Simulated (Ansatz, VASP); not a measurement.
# InAs in two plane-wave programs

Aim: how closely do two programs agree when they are given the same cell, functional and k mesh? The cell is taken from a series of runs on this material, whose earlier steps may have relaxed, scaled, displaced or heated it; both programs get it as it stands.

Method: plane waves, with VASP 6.6.1 beside it; single point at HSE06, in Ansatz 0.2.0.

### Step 1. Set-up

The structure is cubic, space group F-43m (No. 216). The conventional cell has a = 5.964 Å, b = 5.964 Å, c = 5.964 Å, α = 90.00°, β = 90.00°, γ = 90.00°. Nearest to In lie 4 As at 2.58 Å. Nearest to As lie 4 In at 2.58 Å. Farther neighbours are not listed.

Coordinates:

```cif
data_structure
_symmetry_space_group_name_H-M 'F-43m'
_symmetry_Int_Tables_number 216
_cell_length_a 5.9639
_cell_length_b 5.9639
_cell_length_c 5.9639
_cell_angle_alpha 90.000
_cell_angle_beta 90.000
_cell_angle_gamma 90.000
_cell_volume 212.12
loop_
_atom_site_label
_atom_site_type_symbol
_atom_site_symmetry_multiplicity
_atom_site_Wyckoff_symbol
_atom_site_fract_x
_atom_site_fract_y
_atom_site_fract_z
_atom_site_occupancy
In1 In 4 a 0.00000 0.00000 0.00000 1
As1 As 4 c 0.25000 0.25000 0.25000 1
```

### Step 2. VASP: single point, HSE06

With cell and atoms fixed, the geometry can't cause a difference; cores, projectors, grids and the points listed under the comparison can.

Lines of VASP's logs that name or quote its potential files are left out, and so is its time.

The run reads the wave functions of an earlier VASP run, which isn't shown here.

File INCAR:

```
SYSTEM = InAs
PREC = Accurate
ENCUT = 400
EDIFF = 1E-06
NELM = 100
ISMEAR = -1
SIGMA = 0.02
LREAL = .FALSE.
ALGO = Normal
LHFCALC = .TRUE.
AEXX = 0.25
GGA = PE
HFSCREEN = 0.208
LASPH = .TRUE.
NBANDS = 15
PRECFOCK = Fast
LORBIT = 11
LWAVE = .FALSE.
LCHARG = .FALSE.
KPAR = 8
ISIF = 2
```

File POSCAR:

```
InAs
1.0
    0.0000000000      2.9819429549      2.9819429549
    2.9819429549      0.0000000000      2.9819429549
    2.9819429549      2.9819429549      0.0000000000
In As
1 1
Direct
    0.0000000000      0.0000000000      0.0000000000
    0.7500000000      0.7500000000      0.7500000000
```

File KPOINTS:

```
Automatic mesh
0
Gamma
5 5 5
0 0 0
```

Potentials, in the order of the species: In_d and As (PBE family, release 64).

Started as:

```bash
$ mpirun -np 8 vasp_std
```

Numbers of over 12 decimals in the logs are rounded to 6 here.

The program printed:

```text
[banner, memory and clock lines left out]
running    8 mpi-ranks, on    1 nodes
 distrk:  each k-point on    1 cores,    8 groups
 distr:  one band on    1 cores,    1 groups

 POSCAR found type information on POSCAR InAs
 POSCAR found :  2 types and       2 ions
|                                                                             |
|           W    W    AA    RRRRR   N    N  II  N    N   GGGG   !!!           |
|           W    W   A  A   R    R  NN   N  II  NN   N  G    G  !!!           |
|           W    W  A    A  R    R  N N  N  II  N N  N  G       !!!           |
|           W WW W  AAAAAA  RRRRR   N  N N  II  N  N N  G  GGG   !            |
|           WW  WW  A    A  R   R   N   NN  II  N   NN  G    G                |
|           W    W  A    A  R    R  N    N  II  N    N   GGGG   !!!           |
|                                                                             |
|     For optimal performance we recommend to set                             |
|       NCORE = 2 up to number-of-cores-per-socket                            |
|     NCORE specifies how many cores store one orbital (NPAR=cpu/NCORE).      |
|     This setting can greatly improve the performance of VASP for DFT.       |
|     The default, NCORE=1 might be grossly inefficient on modern             |
|     multi-core architectures or massively parallel machines. Do your        |
|     Unfortunately you need to use the default for GW and RPA                |
|     calculations (for HF NCORE is supported but not extensively tested      |
|     yet).                                                                   |
|                                                                             |

 LDA part: xc-table for (Slater+PW92), standard interpolation
 found WAVECAR, reading the header
 POSCAR, INCAR and KPOINTS ok, starting setup
 FFT: planning ... GRIDC
 FFT: planning ... GRID_SOFT
 FFT: planning ... GRID
 reading WAVECAR
 the WAVECAR file was read successfully
 initial charge from wavefunction
 entering main loop
       N       E                     dE             d eps       ncg     rms          rms(c)
DAV:   1    -0.912953255037E+01   -0.91295E+01   -0.50767E-01   363   0.887E+00    0.378E+00
DAV:   2    -0.913790205718E+01   -0.83695E-02   -0.39431E-02   377   0.157E+00    0.390E+00
DAV:   3    -0.913711508324E+01    0.78697E-03   -0.12134E-03   420   0.497E-01    0.255E+00
DAV:   4    -0.913677839221E+01    0.33669E-03   -0.21451E-04   455   0.182E-01    0.161E+00
DAV:   5    -0.913667727854E+01    0.10111E-03   -0.58107E-05   371   0.824E-02    0.975E-01
DAV:   6    -0.913664679411E+01    0.30484E-04   -0.15923E-05   357   0.428E-02    0.590E-01
DAV:   7    -0.913663767430E+01    0.91198E-05   -0.36441E-06   370   0.216E-02    0.356E-01
DAV:   8    -0.913663409450E+01    0.35798E-05   -0.13633E-06   342   0.117E-02    0.213E-01
DAV:   9    -0.913663391096E+01    0.18354E-06   -0.46553E-07   213   0.637E-03
   1 F= -.91366339E+01 E0= -.91366339E+01  d E =-.493883E-10
```

OUTCAR, selected parts (step 2):

```text
ion  position               nearest neighbor table
   1  0.000  0.000  0.000-   2 2.58   2 2.58   2 2.58   2 2.58
   2  0.750  0.750  0.750-   1 2.58   1 2.58   1 2.58   1 2.58

  LATTYP: Found a face centered cubic cell.
 ALAT       =     5.9638859098

 Subroutine GETGRP returns: Found 24 space group operations
 (whereof 24 operations were pure point group operations)

The static configuration has the point symmetry T_d .

 Found     10 irreducible k-points:

   k-points           NKPTS =     10   k-points in BZ     NKDIM =    125   number of bands    NBANDS=     15

   dimension x,y,z NGX =    28 NGY =   28 NGZ =   28
   dimension x,y,z NGXF=    56 NGYF=   56 NGZF=   56

   ENCUT  =  400.0 eV  29.40 Ry    5.42 a.u.   6.88  6.88  6.88*2*pi/ulx,y,z

   NELECT =      18.0000    total number of electrons

 k-points in reciprocal lattice and weights: Automatic mesh
   0.00000000  0.00000000  0.00000000       0.008
   0.20000000  0.00000000  0.00000000       0.064
   0.40000000  0.00000000  0.00000000       0.064
   0.20000000  0.20000000  0.00000000       0.048
   0.40000000  0.20000000  0.00000000       0.192
  -0.40000000  0.20000000  0.00000000       0.192
  -0.20000000  0.20000000  0.00000000       0.096
   0.40000000  0.40000000  0.00000000       0.048
  -0.40000000  0.40000000  0.00000000       0.096
  -0.40000000  0.40000000  0.20000000       0.192

  exchange ACFDT corr.  =         0.00000000  see jH, gK, PRB 81, 115126

 average (electrostatic) potential at core
       1 -90.0295       2 -45.4613

 E-fermi :   4.9420

 k-point     1 :       0.0000    0.0000    0.0000
  band No.  band energies     occupation
    ...
      5     -11.5294      2.00000
      6      -8.7951      2.00000
      7       4.5272      2.00000
      8       4.5272      2.00000
      9       4.5272      2.00000
     10       5.3265      0.00000
     11       9.2246      0.00000
     12       9.2246      0.00000
     13       9.2246      0.00000
     14      13.1648      0.00000
    ...

 k-point     2 :       0.2000    0.0000    0.0000
  band No.  band energies     occupation
    ...
      5     -11.5292      2.00000
      6      -8.3277      2.00000
      7       1.3763      2.00000
      8       4.0520      2.00000
      9       4.0520      2.00000
     10       6.6711      0.00000
     11       9.8598      0.00000
     12       9.8598      0.00000
     13      10.0678      0.00000
     14      13.9670      0.00000
    ...

 k-point     3 :       0.4000    0.0000    0.0000
  band No.  band energies     occupation
    ...
      5     -11.5229      2.00000
      6      -7.2914      2.00000
      7      -1.4726      2.00000
      8       3.4753      2.00000
      9       3.4753      2.00000
     10       6.3675      0.00000
     11      10.0533      0.00000
     12      10.0533      0.00000
     13      12.1881      0.00000
     14      14.0932      0.00000
    ...

  Total        1.5597548      1.5597548      1.5597548      0.0000000     -0.0000000      0.0000000
  in kB       47.1236511     47.1236511     47.1236511      0.0000000     -0.0000000      0.0000000
  external PRESSURE =      47.1236511 kB  Pullay stress =       0.0000000 kB

  energy-cutoff  :      400.00
  volume of cell :       53.03
      direct lattice vectors                 reciprocal lattice vectors
     0.000000000  2.981942955  2.981942955    -0.167675910  0.167675910  0.167675910
     2.981942955  0.000000000  2.981942955     0.167675910 -0.167675910  0.167675910
     2.981942955  2.981942955  0.000000000     0.167675910  0.167675910 -0.167675910

 POSITION                                       TOTAL-FORCE (eV/Angst)
 -----------------------------------------------------------------------------------
      0.00000      0.00000      0.00000        -0.000000     -0.000000     -0.000000
      4.47291      4.47291      4.47291         0.000000      0.000000      0.000000
 -----------------------------------------------------------------------------------
    total drift:                               -0.000040     -0.000045     -0.000024

  FREE ENERGIE OF THE ION-ELECTRON SYSTEM (eV)
  ---------------------------------------------------
  free  energy   TOTEN  =        -9.1366339110 eV

  energy  without entropy=       -9.1366339109  energy(sigma->0) =       -9.13663391

 total charge
# of ion       s       p       d       tot
------------------------------------------
    1        0.857   0.795   9.912  11.564
    2        1.220   1.658   0.024   2.903
--------------------------------------------------
tot          2.077   2.453   9.936  14.467

[... 3 further parts left out ...]
```

The k-mesh is coarse for exact exchange; levels may shift by about 0.1 eV on a finer one.

(Continued in part 2 of 2.)

[Lines on the potential files, build, host, timing and source positions are cut from VASP's logs without a mark.]

[Logs are printed without paths, hosts, clocks, repeated set-up lines and the standing remarks that a program may print on its own settings, such as how far it seeks lower states.]

[Hosts, paths, dates, database ids (printed as entryN), source tags and the programs' standing remarks are cut or masked in the printed files.]
